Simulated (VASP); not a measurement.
Calculation: PBE GGA, VASP's PBE PAW potentials (set 64) (plane waves; VASP).

Input for VASP

File KPOINTS:
```
kpoints
0
gamma
1 1 1
```

### POSCAR
```
Mg31NO31
1
    8.4869590160     0.0000000000     0.0000000000
    0.0000000000     8.4869590160     0.0000000000
    0.0000000000     0.0000000000     8.4869590160
Mg O N
31 31 1
Direct
  0.5003095996   0.9995268141   0.9981671866
  0.7432301548   0.2566900226   0.0008311844
  0.7507747157   0.9998651113   0.2484095325
  0.0002820692   0.9996073945   0.9990088728
  0.2557308648   0.2550206677   0.0000555232
  0.7448186687   0.7440674219   0.0001147440
  0.2498639431   0.9992571320   0.2483573034
  0.4963372539   0.2438382776   0.2437985400
  0.7558647296   0.5035472392   0.2438458755
  0.5003008103   0.9996030696   0.5015700637
  0.7486455997   0.2513030085   0.5001405267
  0.7490986665   0.9999939206   0.7519026115
  0.0003480049   0.4996000509   0.9981738534
  0.2573043249   0.7425212500   0.0007627996
  0.0000867205   0.2492647692   0.2484077254
  0.2447858044   0.4956810422   0.2438169715
  0.5042098689   0.7552542408   0.2439227335
  0.0003289373   0.9996925496   0.5011537900
  0.2508975724   0.2501854661   0.5003642882
  0.5002723510   0.4996144951   0.5068435894
  0.7497229944   0.7490813476   0.5004261108
  0.2513783978   0.9992489139   0.7518373549
  0.5000069524   0.2571589923   0.7585378812
  0.7427647571   0.4998406461   0.7584588267
  0.0006076189   0.7499882613   0.2483558576
  0.0002909114   0.4996511114   0.5015317654
  0.2518437389   0.7480303095   0.5001930229
  0.9999025026   0.2508117840   0.7518436382
  0.2577294214   0.4992804557   0.7584002924
  0.5005015604   0.7420009347   0.7585271818
  0.0005968012   0.7484649778   0.7518423152
  0.7484417833   0.2514890172   0.2504280223
  0.0003267128   0.4996331943   0.2534993479
  0.9996681905   0.2492630698   0.5001135623
  0.2473615214   0.2466264336   0.2503787460
  0.7532407816   0.7525856389   0.2504170893
  0.0002909271   0.9996248209   0.2515086616
  0.4998273137   0.2501035561   0.4968982630
  0.7498866420   0.5001379574   0.4970369111
  0.0009004820   0.7500629596   0.5000946604
  0.7492875488   0.2505874524   0.7498763245
  0.0002751162   0.4996265619   0.7470491225
  0.9996130449   0.2474810751   0.0001947667
  0.2521077147   0.7477964135   0.2504253395
  0.5003089644   0.9995467497   0.2535294229
  0.2506755146   0.4991661277   0.4969794399
  0.5007238707   0.7491444710   0.4969015595
  0.7506719098   0.0002822223   0.5001431776
  0.2506010950   0.2498902295   0.7497663472
  0.5002348362   0.4996182014   0.7376840271
  0.7499085900   0.7493311243   0.7498359989
  0.0002404907   0.9996583938   0.7487700475
  0.4996204557   0.2345419664   0.0014299758
  0.7653353381   0.5002787655   0.0013982362
  0.0009917167   0.7518076625   0.0001626460
  0.2499158065   0.9990027194   0.5001131198
  0.2512021683   0.7486621042   0.7498225486
  0.5002416166   0.9995540215   0.7470764001
  0.2353034435   0.4989570699   0.0013684304
  0.5009373381   0.7645408355   0.0014806709
  0.7524842840   0.0003454675   0.0002303534
  0.2480756986   0.9988444908   0.0001685618
  0.5003227666   0.4995285484   0.2487502570
```

INCAR:
```
NELM = 100   ! most electronic steps
SIGMA = 0.05
SYSTEM = Mg31NO31
LWAVE = .False.
NELECT = 254.0
ALGO = Fast
LREAL = Auto
GGA = PE
LASPH = .True.   ! aspherical one-centre terms
EDIFF = 1E-6
LORBIT = 11
ENCUT = 400
NELMIN = 4
ISYM = 0
ISMEAR = 0   ! Gaussian
MAGMOM = 63*0.0317
LHYPERFINE = .True.
ISPIN = 2
LCHARG = .False.
NUPDOWN = 2
PREC = Normal
```

POTCAR, in this order: Mg O N (PBE.64 set). Program: vasp_gam. Read from the step before: WAVECAR.

Problem. What will the output report for the number of irreducible k-points (NKPTS), largest plane-wave count, FFT grid (NGX, NGY, NGZ)?

Solution. 
| Item | Value |
|---|---|
| number of irreducible k-points (NKPTS) | 1 |
| largest plane-wave count | 5534 |
| FFT grid (NGX, NGY, NGZ) | 42 × 42 × 42 |

The cell is a supercell with a defect, built from MgO (rock salt): N_O-vac_Mg, charge -1.
